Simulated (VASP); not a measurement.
# TiSn (Fm-3m) in VASP: notebook, part 2 of 2

VASP 6.6.1. The steps go on from the part before.

## (3) Single point, PBEsol

This run uses another cell than the first one, of 22.19 Å³/atom, 1.039 times its volume.

INCAR

```
PREC = Accurate
ENCUT = 520
EDIFF = 1E-6
ISMEAR = 0
SIGMA = 0.05
LREAL = F
LASPH = T
NELM = 80
ALGO = Normal
ISIF = 2
LWAVE = F
LCHARG = F
GGA = PS
NBANDS = 20
```

KPOINTS

```
Automatic mesh
0
Gamma
  6 6 6
```

POSCAR

```
TiSn
1.0
    0.0000000000      2.8100000000      2.8100000000
    2.8100000000      0.0000000000      2.8100000000
    2.8100000000      2.8100000000      0.0000000000
Ti Sn
1 1
Direct
    0.0000000000      0.0000000000      0.0000000000
    0.5000000000      0.5000000000      0.5000000000
```

Potentials or basis: VASP PAW PBE potentials, release 64 (Ti_sv, Sn_d).

Launch:

```sh
> cat potpaw_PBE.64/Ti_sv/POTCAR potpaw_PBE.64/Sn_d/POTCAR > POTCAR
> mpirun -np 1 vasp_std > vasp.out
```

OUTCAR:

```text
PREC = Accurate
   ENCUT = 520
   EDIFF = 1E-6
   ISMEAR = 0
   LREAL = F
   LASPH = T
   NELM = 80
   ISIF = 2
   GGA = PS

 ion  position               nearest neighbor table
   1  0.000  0.000  0.000-   2 2.81   2 2.81   2 2.81   2 2.81   2 2.81   2 2.81
   2  0.500  0.500  0.500-   1 2.81   1 2.81   1 2.81   1 2.81   1 2.81   1 2.81

  LATTYP: Found a face centered cubic cell.
 ALAT       =     5.6200000000

  Lattice vectors:

 A1 = (   0.0000000000,   2.8100000000,   2.8100000000)
 A2 = (   2.8100000000,   0.0000000000,   2.8100000000)
 A3 = (   2.8100000000,   2.8100000000,   0.0000000000)

Analysis of symmetry for initial positions (statically):
=====================================================================
 Subroutine PRICEL returns:
 Original cell was already a primitive cell.

 Routine SETGRP: Setting up the symmetry group for a
 face centered cubic supercell.

 Subroutine GETGRP returns: Found 48 space group operations
 (whereof 48 operations were pure point group operations)
[... 150 lines left out ...]
  ext. energy  EPLUGINS =         0.00000000
  ---------------------------------------------------
  free energy    TOTEN  =       -12.77738736 eV

  energy without entropy =      -12.77504429  energy(sigma->0) =      -12.77621582

 E-fermi :   7.8485     XC(G=0): -10.9157

 val. band max:        7.8359227934   @ k =   0.1667   0.1667   0.0000
 cond. band min:       8.0213530328   @ k =   0.0000   0.0000   0.0000
 fundamental gap:      0.1854302394
 Fermi energy:         7.8485494648

 k-point     1 :       0.0000    0.0000    0.0000
  band No.  band energies     occupation
      1     -49.1823      2.00000
      2     -25.5412      2.00000
      3     -25.5412      2.00000
      4     -25.5412      2.00000
      5     -12.8403      2.00000
      6     -12.8403      2.00000
[... 357 lines left out ...]
     19      14.7228      0.00000
     20      16.1510      0.00000

------------------------ aborting loop because EDIFF is reached ----------------------------------------

  FORCE on cell =-STRESS in cart. coord.  units (eV):
  Direction    XX          YY          ZZ          XY          YZ          ZX
  --------------------------------------------------------------------------------------
  -------------------------------------------------------------------------------------
  Total       -1.2202665     -1.2202665     -1.2202665      0.0000000      0.0000000      0.0000000
  in kB      -44.0571409    -44.0571409    -44.0571409      0.0000000      0.0000000      0.0000000
  external PRESSURE =     -44.0571409 kB  Pullay stress =       0.0000000 kB

 VOLUME and BASIS-vectors are now :
 -----------------------------------------------------------------------------
  energy-cutoff  :      520.00
  volume of cell :       44.38
      direct lattice vectors                 reciprocal lattice vectors
     0.000000000  2.810000000  2.810000000    -0.177935943  0.177935943  0.177935943
     2.810000000  0.000000000  2.810000000     0.177935943 -0.177935943  0.177935943
     2.810000000  2.810000000  0.000000000     0.177935943  0.177935943 -0.177935943

 POSITION                                       TOTAL-FORCE (eV/Angst)
 -----------------------------------------------------------------------------------
      0.00000      0.00000      0.00000         0.000000     -0.000000      0.000000
      2.81000      2.81000      2.81000        -0.000000      0.000000     -0.000000
 -----------------------------------------------------------------------------------
    total drift:                                0.000000      0.000000      0.000000

  FREE ENERGIE OF THE ION-ELECTRON SYSTEM (eV)
  ---------------------------------------------------
  free  energy   TOTEN  =       -12.7773873617 eV

  energy  without entropy=      -12.7750442881  energy(sigma->0) =      -12.77621582
```

stdout:

```text
POSCAR found type information on POSCAR TiSn
 POSCAR found :  2 types and       2 ions
 scaLAPACK will be used
 -----------------------------------------------------------------------------
|                                                                             |
|                                                                             |
|     You enforced a specific xc type in the INCAR file but a different       |
|     I HOPE YOU KNOW WHAT YOU ARE DOING!                                     |
|                                                                             |
 -----------------------------------------------------------------------------

 LDA part: xc-table for (Slater+PW92), standard interpolation
 POSCAR, INCAR and KPOINTS ok, starting setup
 FFT: planning ... GRIDC
 FFT: planning ... GRID_SOFT
 FFT: planning ... GRID
 WAVECAR not read
 entering main loop
```

Run time: 13 s. Hardware: 1 thread of Intel Xeon Platinum 8488C (Sapphire Rapids), shared host; peak memory 0.16 GiB.

What came out:

```yaml
Free_energy: -12.7774 eV
Pressure: -4.4 GPa
Band_gap_on_the_k_mesh: none (metal or under the smearing width)
```

Caveat: the PAW data sets were made with another functional, which shifts forces and pressure a little.

## (4) Single point, PBEsol

This run uses another cell than the first one, of 21.02 Å³/atom, 0.984 times its volume.

INCAR

```
SYSTEM = TiSn
PREC = Accurate ; ENCUT = 520
EDIFF = 1E-6 ; ISMEAR = 0
SIGMA = 0.05 ; LREAL = .FALSE.
LASPH = .TRUE. ; NELM = 100
ALGO = Fast ; ISIF = 2
LWAVE = .FALSE. ; LCHARG = .FALSE.
GGA = PS ; NBANDS = 20
```

KPOINTS

```
Automatic mesh
0
G
  6 6 6
  0 0 0
```

POSCAR

```
TiSn
1.0
    0.0000000000      2.7597914683      2.7597914683
    2.7597914683      0.0000000000      2.7597914683
    2.7597914683      2.7597914683      0.0000000000
Ti Sn
1 1
Direct
    0.0000000000      0.0000000000      0.0000000000
    0.5000000000      0.5000000000      0.5000000000
```

Launch:

```sh
> cat potpaw_PBE.64/Ti_sv/POTCAR potpaw_PBE.64/Sn_d/POTCAR > POTCAR
> mpirun -np 1 vasp_std > vasp.out
```

Run time: 44 s. Hardware: 1 thread of Intel Xeon Platinum 8488C (Sapphire Rapids), shared host; peak memory 0.16 GiB.

Results (log left out):

```yaml
Free_energy: -12.8104 eV
Pressure: 0.0 GPa
Band_gap_on_the_k_mesh: none (metal or under the smearing width)
```

Levels at points of the mesh, in eV from the Fermi level:
| k point | band 10 | band 11 | band 12 | band 13 | band 14 | band 15 | band 16 | band 17 |
| --- | --- | --- | --- | --- | --- | --- | --- | --- |
| (0.00, 0.00, 0.00) | -9.84 | 0.17 | 0.17 | 0.17 | 0.61 | 0.61 | 3.59 | 3.59 |
| (0.50, 0.00, 0.00) | -7.04 | -4.70 | -1.42 | -1.42 | 1.11 | 1.11 | 1.60 | 5.57 |
| (0.50, 0.50, 0.00) | -6.98 | -3.40 | -0.98 | 0.30 | 0.30 | 1.05 | 1.45 | 1.45 |

Caveat: the PAW data sets were made with another functional, which shifts forces and pressure a little.

## (5) Overview

| cell | gap on the mesh (eV) | pressure (GPa) |
| --- | --- | --- |
| Fm-3m, 21.36 Å³/atom | none | -1.4 |
| Fm-3m, 22.19 Å³/atom | none | -4.4 |
| Fm-3m, 21.02 Å³/atom | none | 0.0 |

Alike in all rows: task single point; level PBEsol; potentials or basis VASP PAW PBE potentials, release 64 (Ti_sv, Sn_d); no spin polarisation; k mesh 6 × 6 × 6; cutoff (eV) 520; smearing gaussian 0.05 eV.

Every run on the cell as given and a fine mesh finds a metal.

Caveats: the PAW data sets were made with another functional, which shifts forces and pressure a little.

Total energies depend on the potentials used, so only differences within one code and one set of settings carry meaning.
